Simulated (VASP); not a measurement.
Level of theory: PBE GGA with D4 dispersion, VASP's PBE PAW potentials (set 64) (plane waves; VASP).

The input files of a VASP run:

KPOINTS:
```
Regular mesh
0
G
 11 11 11
0 0 0
```

POSCAR:
```
Ge
1
    0.0000000000     2.8457672072     2.8457672072
    2.8457672072     0.0000000000     2.8457672072
    2.8457672072     2.8457672072     0.0000000000
Ge
2
Direct
  0.0000000000   0.0000000000   0.0000000000
  0.2500000000   0.2500000000   0.2500000000
```

INCAR:
```
# general
SYSTEM  = Ge
PREC    = Accurate
ENCUT   = 520
LREAL   = .False.
LASPH   = .True.

# electronic loop
EDIFF   = 1E-7
NELM    = 100
ALGO    = Normal
LMAXMIX = 4

# smearing
ISMEAR  = 1
SIGMA   = 0.1

# functional
GGA     = PE
IVDW    = 13

# ions
ISIF    = 2

# output
LWAVE   = .False.
LCHARG  = .False.
```

POTCAR, in this order: Ge_d (PBE.64 set). Program: vasp_std.

What VASP printed:

File OSZICAR:
```
       N       E                     dE             d eps       ncg     rms          rms(c)
DAV:   1     0.163195282341E+03    0.16320E+03   -0.15390E+04  2082   0.421E+03
DAV:   2     0.120659894308E+02   -0.15113E+03   -0.14813E+03  2016   0.537E+02
DAV:   3    -0.846134847928E+01   -0.20527E+02   -0.20271E+02  2196   0.148E+02
DAV:   4    -0.909465860028E+01   -0.63331E+00   -0.63086E+00  2354   0.301E+01
DAV:   5    -0.910518393283E+01   -0.10525E-01   -0.10524E-01  2308   0.398E+00    0.313E+00
DAV:   6    -0.905261588032E+01    0.52568E-01   -0.22224E-02  2176   0.164E+00    0.187E+00
DAV:   7    -0.902138703326E+01    0.31229E-01   -0.55842E-02  2128   0.236E+00    0.158E-01
DAV:   8    -0.902315048511E+01   -0.17635E-02   -0.69807E-03  2312   0.129E+00    0.622E-02
DAV:   9    -0.902313844011E+01    0.12045E-04   -0.23939E-04  2588   0.309E-01    0.198E-02
DAV:  10    -0.902316467853E+01   -0.26238E-04   -0.11964E-04  2254   0.184E-01    0.616E-03
DAV:  11    -0.902316598936E+01   -0.13108E-05   -0.12711E-05  2500   0.679E-02    0.188E-03
DAV:  12    -0.902316625163E+01   -0.26227E-06   -0.71083E-07  2188   0.118E-02    0.173E-04
DAV:  13    -0.902316620291E+01    0.48718E-07   -0.29403E-08  1262   0.252E-03
   1 F= -.96655492E+01 E0= -.96655755E+01  d E =0.788323E-04
```

File OUTCAR:
```
------------------------ aborting loop because EDIFF is reached ----------------------------------------
  Edisp (eV):   -0.64238
  FORCE on cell =-STRESS in cart. coord.  units (eV):
  Direction    XX          YY          ZZ          XY          YZ          ZX
  --------------------------------------------------------------------------------------
  Total       0.01733     0.01733     0.01733    -0.00000     0.00000    -0.00000
  in kB       0.60227     0.60227     0.60227    -0.00000     0.00000    -0.00000
  external pressure =        0.60 kB  Pullay stress =        0.00 kB
  volume of cell :       46.09
      direct lattice vectors                 reciprocal lattice vectors
     0.000000000  2.845767207  2.845767207    -0.175699544  0.175699544  0.175699544
     2.845767207  0.000000000  2.845767207     0.175699544 -0.175699544  0.175699544
     2.845767207  2.845767207  0.000000000     0.175699544  0.175699544 -0.175699544
 POSITION                                       TOTAL-FORCE (eV/Angst)
 -----------------------------------------------------------------------------------
      0.00000      0.00000      0.00000        -0.000000     -0.000000     -0.000000
      1.42288      1.42288      1.42288         0.000000      0.000000      0.000000
 -----------------------------------------------------------------------------------
    total drift:                                0.000000     -0.000000      0.000000
  FREE ENERGIE OF THE ION-ELECTRON SYSTEM (eV)
  ---------------------------------------------------
  free  energy   TOTEN  =        -9.6655492327 eV

  energy  without entropy=       -9.6656280650  energy(sigma->0) =       -9.66557551
```
(Selected blocks of OUTCAR.)

The compound is Ge in the diamond structure. It was relaxed first.
